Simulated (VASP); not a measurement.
An input for Ansatz (written as the equivalent of a VASP run, and not itself run):

Ansatz 0.2 input:
```yaml
crystal:
  lattice:
    - [3.8111660, 0.0000000, 0.0000000]
    - [-1.9055830, 3.3005660, 0.0000000]
    - [0.0000000, 0.0000000, 14.8238790]
  atoms:
    - { symbol: Hg, position: [0.3333330, 0.6666670, 0.2500000] }
    - { symbol: Hg, position: [0.6666670, 0.3333330, 0.7500000] }
    - { symbol: I, position: [0.3333330, 0.6666670, 0.6275000] }
    - { symbol: I, position: [0.6666670, 0.3333330, 0.1275000] }
    - { symbol: I, position: [0.6666670, 0.3333330, 0.3725000] }
    - { symbol: I, position: [0.3333330, 0.6666670, 0.8725000] }
kpoints:
  mp_grid: { grid: [5, 5, 1] }
hamiltonian:
  xc: pbe
  pseudopotentials: { kind: paw }
scf:
  occupations: { method: gaussian, width: 0.2 }
  max_iter: 100
output: { forces: true, stress: true, eigenvalues: true }
```

**Question.** Translate this input to VASP (INCAR, KPOINTS, POSCAR, choice of POTCAR).

**Answer.** This is not unique; one that fits is 
**KPOINTS**
```
Automatic mesh
0
Gamma
5 5 1
0 0 0
```

INCAR:
```
ALGO=Normal
EDIFF=1E-6
ENCUT=300
GGA=PE
ISIF=2
ISMEAR=0
LASPH=.True.
LCHARG=.False.
LMAXMIX=6
LREAL=.False.
LWAVE=.False.
NELM=100
PREC=Accurate
SIGMA=0.2
SYSTEM=HgI2
```

**POSCAR**
```
HgI2
1
    3.8111660000     0.0000000000     0.0000000000
   -1.9055830000     3.3005660000     0.0000000000
    0.0000000000     0.0000000000    14.8238790000
Hg I
2 4
Direct
  0.3333330000   0.6666670000   0.2500000000
  0.6666670000   0.3333330000   0.7500000000
  0.3333330000   0.6666670000   0.6275000000
  0.6666670000   0.3333330000   0.1275000000
  0.6666670000   0.3333330000   0.3725000000
  0.3333330000   0.6666670000   0.8725000000
```

POTCAR, in this order: Hg I (PBE.64 set). Program: vasp_std.

Limits of the translation: each code has its own PAW files, so the cut-off isn't converted (ENCUT is set for VASP's; basis.ecutwfc is left out, and Ansatz then takes the one that its files recommend); Ansatz stops its SCF on the density residual and VASP on the energy change (EDIFF).

The structure was generated: HgI2 was put into an ordered model structure, which need not be its known phase. The cell was not relaxed at this level. The k-mesh is coarse (spacing up to 0.42 per Å, 2π included), so the numbers may not be converged in it.
